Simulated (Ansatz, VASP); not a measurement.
# MgO (MgO (Fm-3m)): VASP beside Ansatz, part 2 of 2

One calculation is typed for both programs; each brings its own data sets. How far apart do they land? The cell is taken from a series of runs on this material, whose earlier steps may have relaxed, scaled, displaced or heated it; both programs get it as it stands.

VASP 6.6.1 and Ansatz 0.2.0.

So far. Step 2 (VASP: single point, PBE0 form with 40 % exact exchange …): The run ends at a pressure of -5.09 GPa.

### 3. Ansatz: single point, PBE0 form with 40 % exact exchange with an exact-exchange share of 0.4

Level of this step: Ansatz beside VASP: Kohn-Sham DFT, plane waves, PBE0 form with 40 % exact exchange (Ansatz).

Ansatz runs on its PAW soft_1 files.

The same cell, functional and mesh now go to Ansatz.

Input file input.yaml:

```yaml
crystal:
  lattice:
    - [0.0, 2.10743285, 2.10743285]
    - [2.10743285, 0.0, 2.10743285]
    - [2.10743285, 2.10743285, 0.0]
  atoms:
    - { symbol: Mg, position: [0.0, 0.0, 0.0] }
    - { symbol: O, position: [0.5, 0.5, 0.5] }
basis:
  ecutwfc: 420.0
  ecutrho_ratio: 4
  xc_grid: 2
  fft_grid_basis: typed
  precision: f64
kpoints:
  mp_grid: { grid: [3, 3, 4] }
  band_path: { path: [VBM, CBM], npoints: 1 }
hamiltonian:
  xc: { preset: pbe0, exx: 0.4 }
  pseudopotentials:
    kind: paw
    azcp: { folder: soft_1, O: "soft_1/O.paw.azcp", Mg: "soft_1/Mg.paw.azcp" }
scf:
  max_iter: 100
  occupations: { method: fixed }
output:
  forces: true
checkpoint:
  write: "../host.a40.run"
  compress: false
  write_wavefunctions: true
  write_every: 100000
```

Launch:

```
$ ansatz run input.yaml --threads 32 --pin off --max-ram 84787MiB --backend cuda --events-out ev --progress --plain --runs-dir out --max-vram 78GiB
```

Numbers of over 12 decimals in the logs are rounded to 6 here.

The log of the run:

```text
Warning: crystal.symmetry: narrowed to the stabiliser of the k-point mesh — unitary ops 48 → 4; excluded 44 operations that carry a point of the 3×3×4 mesh (shift [0, 0, 0]) off the mesh (the run samples exactly the mesh kpoints.mp_grid names, as under crystal.symmetry.detect: false, and its converged state has the mesh's symmetry, not the crystal's; ε∞, the Born charges and the force constants of a linear response (
Engine: ansatz 0.2.0, aarch64-unknown-linux-gnu
Pseudopotentials: kind: paw
Pseudopotential: Mg, paw, valence charge 10, recommended cutoff 420 eV (normal), soft_1/Mg.paw.azcp
Pseudopotential: O, paw, valence charge 6, recommended cutoff 420 eV (normal), soft_1/O.paw.azcp
Functional definition: unnamed
  parameter a_1 = 0.4
  exchange = (1 - a_1)*pbe_x + a_1*exact_x
  correlation = pbe_c
davidson cushion auto → on  (no smearing: the cushion is to keep the highest requested band from converging to the state above it; pin scf.eigensolver.cushion to override)
device memory: the entry about to start is reckoned to put 2.7 GiB on a device that reports 183.5 GiB free (of which the cap on the GPU budget leaves the run 78.0 GiB)
GPU FFT provider: cuFFT
GPU libraries: cuBLAS 13.8.1, cuFFT 12.4.0, cuSOLVER 12.3.2
Crystal: 2 atoms, lattice volume = 18.719 Å³
Basis set: ecut = 420 eV, 339 PW (Γ), exchange–correlation on 40×40×40 points (8 copies of the dense FFT grid, shifted against one another)
Bands: 12, of which v1, the nominal top of the filled ones, is band 8 counted from 1 (7 counted from 0)
Symmetry: 4 space group operations
k-points: 14 of 36
Non-local potential: Mg, projectors of the file, l = 0: 3, l = 1: 2, l = 2: 1
Non-local potential: O, projectors of the file, l = 0: 2, l = 1: 2, l = 2: 1
PAW form: soft (Blöchl's): semilocal exchange-correlation on the pseudo side does not see the compensation charge
PAW frozen core: Mg, regenerated for the run's functional, and the local potential with it (the file was generated under x = pbe(κ = 0.804, μ = 0.219515), c = pbe(β = 0.066725))
PAW frozen core: O, regenerated for the run's functional, and the local potential with it (the file was generated under x = pbe(κ = 0.804, μ = 0.219515), c = pbe(β = 0.066725))
PAW one-centre angular grid: Mg, 110 points (default); XC on 64 Gauss nodes
PAW one-centre angular grid: O, 110 points (default); XC on 64 Gauss nodes
Initial density: superposition of atomic densities (chi_scale 0.1, normalization cell, long waves kept (reshape's long-wave potential 0.00 eV rms))
Initial wavefunctions: pseudopotential atomic-orbital guess
GPU buffer pool allocated for 8000 grid points (all kernels)
GPU transforms: local potential and band sums: pruned to the plane-wave sphere, on 20×20×20
Functional: x = pbe(κ = 0.804, μ = 0.219515), c = pbe(β = 0.066725), warm-up for x = 0.6 pbe(κ = 0.804, μ = 0.219515) + 0.4 exact, c = pbe(β = 0.066725)
SCF iter   1: F=—  HF=-2494.036379 eV  |Δ(HF+E_count)|=         —  Δρ=7.14e-2  dr2=5.13e-1  Hψ=599
preconditioner: auto → none  [insulator: Δε(μ)=4.372 eV  Ē_g=18.455 eV  n_scr=8 (ndim 8)  ℏωp=24.3 eV  f_vac=0.000]
SCF iter   2: F=—  HF=-2494.035840 eV  |Δ(HF+E_count)|=   5.39e-4  Δρ=2.90e-2  dr2=8.27e-2  Hψ=457
iter 3 solved again at ethr=3.01e-5 eV; its pass at ethr=5.17e-4 eV (dr2=4.82e-3 eV) is discarded
SCF iter   3: F=—  HF=-2494.087447 eV  |Δ(HF+E_count)|=   5.16e-2  Δρ=5.47e-3  dr2=4.65e-3  Hψ=845
SCF iter   4: F=—  HF=-2494.091303 eV  |Δ(HF+E_count)|=   3.86e-3  Δρ=5.25e-3  dr2=3.47e-3  Hψ=503
SCF iter   5: F=-2494.090342 eV  HF=-2494.090323 eV  |Δ(HF+E_count)|=   9.80e-4  Δρ=4.36e-4  dr2=1.31e-5  Hψ=421
SCF 1 stopped early in 5 iterations: F = -2494.090342 eV  dr2 = 1.31e-5
  greatest PAW one-centre occupation: 1.000 electrons in one spin orbital (limit 2), on the Mg atom at site 0 (counted from 0), in its partial waves of l = 0
device memory: the entry about to start is reckoned to put 3.1 GiB on a device that reports 183.5 GiB free (of which the cap on the GPU budget leaves the run 78.0 GiB)
GPU FFT provider: cuFFT
GPU libraries: cuBLAS 13.8.1, cuFFT 12.4.0, cuSOLVER 12.3.2
Initial density: handed on by an earlier stage of this run
Initial wavefunctions: those handed on with the density
GPU buffer pool allocated for 8000 grid points (all kernels)
GPU transforms: local potential and band sums: pruned to the plane-wave sphere, on 20×20×20
Functional: x = 0.6 pbe(κ = 0.804, μ = 0.219515) + 0.4 exact, c = pbe(β = 0.066725)
Exchange kernel: α = 0.4000, full range, Wigner–Seitz truncation, v(0) = 2647.6200 eV·Å³, q-mesh 3×3×4, nearest image of the exchange supercell L = 8.94 Å, pair-density grid 15×15×15, without the augmentation charges, whose exchange is taken in its separable form by FFT convolution over the k-point mesh (sized by the pseudopotential files, 18×18×18 at the most), smooth part of the exact exchange by density-matrix con
Frozen-core exchange: fock
SCF iter   1: F=—  HF=-2494.872247 eV  |Δ(HF+E_count)|=         —  Δρ=1.16e-2  dr2=1.25e-2  Hψ=849
preconditioner: auto → none  [insulator: Δε(μ)=8.713 eV  Ē_g=23.867 eV  n_scr=8 (ndim 8)  ℏωp=24.3 eV  f_vac=0.000]
SCF iter   2: F=—  HF=-2494.865922 eV  |Δ(HF+E_count)|=   6.32e-3  Δρ=4.03e-3  dr2=3.33e-3  Hψ=583
SCF iter   3: F=—  HF=-2494.879025 eV  |Δ(HF+E_count)|=   1.31e-2  Δρ=2.31e-3  dr2=1.20e-3  Hψ=663
SCF iter   4: F=—  HF=-2494.878696 eV  |Δ(HF+E_count)|=   3.29e-4  Δρ=8.84e-4  dr2=1.57e-4  Hψ=560
SCF iter   5: F=-2494.878920 eV  HF=-2494.878921 eV  |Δ(HF+E_count)|=   2.25e-4  Δρ=2.18e-4  dr2=1.19e-5  Hψ=416
SCF 2 stopped early in 5 iterations: F = -2494.878920 eV  dr2 = 1.19e-5
hybrid outer 1: dexx = +1.636e-2 eV, tail = 2.95e-4 eV
GPU FFT provider: cuFFT
GPU libraries: cuBLAS 13.8.1, cuFFT 12.4.0, cuSOLVER 12.3.2
GPU buffer pool allocated for 8000 grid points (all kernels)
GPU transforms: local potential and band sums: pruned to the plane-wave sphere, on 20×20×20
Exchange kernel: α = 0.4000, full range, Wigner–Seitz truncation, v(0) = 2647.6200 eV·Å³, q-mesh 3×3×4, nearest image of the exchange supercell L = 8.94 Å, pair-density grid 15×15×15, without the augmentation charges, whose exchange is taken in its separable form by FFT convolution over the k-point mesh (sized by the pseudopotential files, 18×18×18 at the most), smooth part of the exact exchange by density-matrix con
Frozen-core exchange: fock
SCF iter   1: F=—  HF=-2494.879020 eV  |Δ(HF+E_count)|=         —  Δρ=3.16e-4  dr2=2.04e-5  Hψ=392
preconditioner: auto → none  [insulator: Δε(μ)=8.801 eV  Ē_g=23.863 eV  n_scr=8 (ndim 8)  ℏωp=24.3 eV  f_vac=0.000]
SCF iter   2: F=—  HF=-2494.879014 eV  |Δ(HF+E_count)|=   6.37e-6  Δρ=2.59e-5  dr2=7.23e-7  Hψ=487
SCF iter   3: F=—  HF=-2494.879016 eV  |Δ(HF+E_count)|=   2.24e-6  Δρ=5.15e-5  dr2=4.27e-7  Hψ=680
SCF iter   4: F=-2494.879016 eV  HF=-2494.879016 eV  |Δ(HF+E_count)|=   1.32e-7  Δρ=1.86e-5  dr2=4.85e-8  Hψ=557
SCF 3 converged in 4 iterations: F = -2494.879016 eV  dr2 = 4.85e-8
  Residual-converged pass: ⟨swp⟩=2.1  Hψ=281  notcnv=0  max |occ|·‖R‖ = 6.2e-6 eV (tolerance 6.7e-6 eV)  dr2=4.85e-8  dr2_onsite=3.21e-9  max |Δocc| = 0.0e0
hybrid outer 2: dexx = +2.641e-6 eV, tail = 3.34e-7 eV, Δε = 9.29e-3 eV (about 6.78e-4 eV left of the loop's levels)
device memory: the entry about to start is reckoned to put 0.3 GiB on a device that reports 183.4 GiB free (of which the cap on the GPU budget leaves the run 78.0 GiB)
NSCF: frozen V_eff on 68 k-points, pencils in batches of 32, up to order 56
device memory: the entry about to start is reckoned to put 0.3 GiB on a device that reports 179.8 GiB free (of which the cap on the GPU budget leaves the run 78.0 GiB)
NSCF: frozen V_eff on 68 k-points, pencils in batches of 32, up to order 56
device memory: the entry about to start is reckoned to put 0.3 GiB on a device that reports 179.8 GiB free (of which the cap on the GPU budget leaves the run 78.0 GiB)
NSCF: frozen V_eff on 12 k-points, pencils in batches of 32, up to order 56
device memory: the entry about to start is reckoned to put 0.2 GiB on a device that reports 179.8 GiB free (of which the cap on the GPU budget leaves the run 78.0 GiB)
NSCF: frozen V_eff on 5 k-points
device memory: the entry about to start is reckoned to put 0.2 GiB on a device that reports 179.8 GiB free (of which the cap on the GPU budget leaves the run 78.0 GiB)
NSCF: frozen V_eff on 5 k-points
device memory: the entry about to start is reckoned to put 0.2 GiB on a device that reports 179.8 GiB free (of which the cap on the GPU budget leaves the run 78.0 GiB)
NSCF: frozen V_eff on 5 k-points
device memory: the entry about to start is reckoned to put 0.2 GiB on a device that reports 179.7 GiB free (of which the cap on the GPU budget leaves the run 78.0 GiB)
NSCF: frozen V_eff on 5 k-points
device memory: the entry about to start is reckoned to put 0.2 GiB on a device that reports 179.8 GiB free (of which the cap on the GPU budget leaves the run 78.0 GiB)
NSCF: frozen V_eff on 5 k-points
device memory: the entry about to start is reckoned to put 0.2 GiB on a device that reports 179.7 GiB free (of which the cap on the GPU budget leaves the run 78.0 GiB)
NSCF: frozen V_eff on 2 k-points
hybrid SCF converged: 2 outer / 9 inner (+5 warm-up), last move |dexx| = 2.64e-6 eV, tail = 3.34e-7 eV
Stability not checked: this state was not tested for a lower state beside it, because the functional holds exact exchange (a hybrid, or Hartree-Fock), whose exchange loop this test does not read (fock_operator; see scf.lower_state_search)
Free energy (F): -2494.879016 eV
Frozen-core exchange: fock
Harris-Foulkes:  -2494.879016 eV  (|F-HF|=4.21e-8)
Internal energy: -2494.879016 eV  (E = F + TS)
E sigma→0 (E₀):  -2494.879016 eV
Fermi energy:    5.395826 eV
--- Per-component energies (eV) ---
  E_band       = -380.540749
  E_kinetic    = 245.269141
  E_local      = -1694.957597  (includes V_loc(G=0)·N_el)
  E_nonlocal   = 243.929111
  E_hartree    = 564.073200
  E_xc         = -64.067933
  E_vxc        = -82.031062  (∫ρ·V_xc dr)
  E_exx        = -125.306945  (= α·E_x^exact, valence–valence)
  E_paw        = -375.214399  (= ΣΔE_a)
  E_vpaw       = 29.719437  (= ΣTr[D̂ρ^β])
  E_aug_tail   = 0.000715  (compensation charges beyond the density's cutoff)
  E_ewald      = -1288.509014
  E_core_change = -0.095296  (= ΣΔE_core)
  E_smearing   = -0.000000  (= −TS)
  E_closure    = 0.000000  (closes the sum)
  Σ components = -2494.879016   (vs F -2494.879016, Δ=0.00e0)
--- Forces (eV/Å), atoms counted from 1 ---
  atom   1  Mg    -0.00000000    -0.00000000     0.00000000
  atom   2  O      0.00000000     0.00000000     0.00000000
  max |Σ_I F_I| component: 6.31e-30 eV/Å
--- Band table (eV; the first three rows and the last of 14) ---
  k-point 0: bands = ["-73.8759", "-37.6367", "-37.6351", "-37.6349", "-14.3528", "5.3634", "5.3638", "5.3958", "14.1927", "25.5880"]
  k-point 1: bands = ["-73.8717", "-37.6804", "-37.6387", "-37.6385", "-13.6965", "2.5129", "4.9787", "4.9797", "16.6862", "22.3741"]
  k-point 2: bands = ["-73.8674", "-37.7236", "-37.6423", "-37.6421", "-12.9300", "0.2747", "4.6210", "4.6214", "17.4102", "22.8929"]
  k-point 13: bands = ["-73.8651", "-37.6991", "-37.6750", "-37.6568", "-12.7043", "1.4259", "2.6648", "3.9797", "20.3041", "21.8983"]
  guard bands above this table: 2 of the run's 12 bands. The solve was not asked for them (output.publish_guard_bands: true or output.eigenvalues: true publishes all)
```

The column dr2 measures how far the density is from self-consistency, as an energy; F and HF (Harris–Foulkes) agree once it is small.

### 4. Side by side

Known differences besides the potentials themselves: exact exchange at q = 0 is treated differently, which shows on coarse meshes; VASP keeps PBE cores, Ansatz makes them for the functional; fixed occupations in Ansatz, narrow Gaussian smearing in VASP; the data sets hold 16 valence electrons in Ansatz (on its PAW soft_1 files) and 8 in VASP; the cutoff is 420 eV in Ansatz and 520 eV in VASP; VASP takes a coarser grid for exact exchange (PRECFOCK = Fast). Total energies have different zeros and are not compared.

Both answers:

| quantity | Ansatz | VASP | difference |
| --- | --- | --- | --- |
| gap on the k mesh (eV) | 8.797 | 8.809 | -0.012 |

A gap on the mesh is an upper bound, since the band edges may lie between its points.

### 5. Results

```json
{"difference in gap on the k mesh (single point, PBE0 form with 40 % exact exchange with an exact-exchange share of 0.4)": "-0.012 eV"}
```

What this shows: The difference in gap on the k mesh is -0.012 eV (single point, PBE0 form with 40 % exact exchange with an exact-exchange share of 0.4), within the 0.08 eV picked in this series as the mark of a large difference. The data sets hold unlike numbers of valence electrons (16 in Ansatz and 8 in VASP), so part of the differences comes from the potentials. How closely two codes agree says nothing of how well the functional describes the real material.

[Lines on the potential files, build, host, timing and source positions are cut from VASP's logs without a mark.]

[Logs are printed without paths, hosts, clocks, repeated set-up lines and the standing remarks that a program may print on its own settings, such as how far it seeks lower states.]

[Hosts, paths, dates, database ids (printed as entryN), source tags and the programs' standing remarks are cut or masked in the printed files.]
